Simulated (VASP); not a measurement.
SnCl under changes of volume

One of the cells (27.183 Å³/atom); the others are scaled copies at fixed shape and fractional positions:

```
CELL_PARAMETERS angstrom
3.52071 0.00000 0.00000
-1.76035 3.04902 0.00000
0.00000 0.00000 10.12885
ATOMIC_POSITIONS crystal
Sn 0.66667 0.33333 0.82051
Sn 0.33333 0.66667 0.32051
Cl 0.66667 0.33333 0.55449
Cl 0.33333 0.66667 0.05449
```

The cell comes from a database or a generator and needn't be the stable form of this composition.

* Program: VASP 6.6.1
* Functional: PBE
* Potentials or basis: VASP PAW PBE potentials, release 64 (Sn_d, Cl)
* Cutoff: 520 eV
* k mesh: 9 × 9 × 3
* Occupations: fermi-dirac, width 0.05 eV
* Spin: no spin polarisation

| volume (Å³/atom) | energy over the lowest point (meV/atom) | pressure (GPa) | largest force (eV/Å) |
| --- | --- | --- | --- |
| 25.051 | ? | ? | ? |
| 25.584 | 3.52 | 1.5 | 0.075 |
| 26.117 | 0.00 | 0.5 | 0.090 |
| 27.183 | 1.30 | -1.0 | 0.115 |
| 27.716 | 5.55 | -1.6 | 0.127 |
| 28.249 | 11.84 | -2.2 | 0.137 |

Question: What does the run at 25.051 Å³/atom give?

Answer: Energy over the lowest point 10.28 meV/atom; pressure 2.5 GPa; largest force 0.059 eV/Å.

Worked out: A Birch-Murnaghan fit of order 3 (a polynomial in V^(-2/3)) to the other rows has its minimum at 26.51 Å³/atom with B0 = V·E''(V) = 40 GPa and B' = 4.6 at fixed shape and positions, which overstates the stiffness. It gives 10.28 meV/atom at 25.051 Å³/atom, against the run's 10.28, and -dE/dV = 2.6 GPa, against 2.5.

Energies are extrapolated to zero smearing.
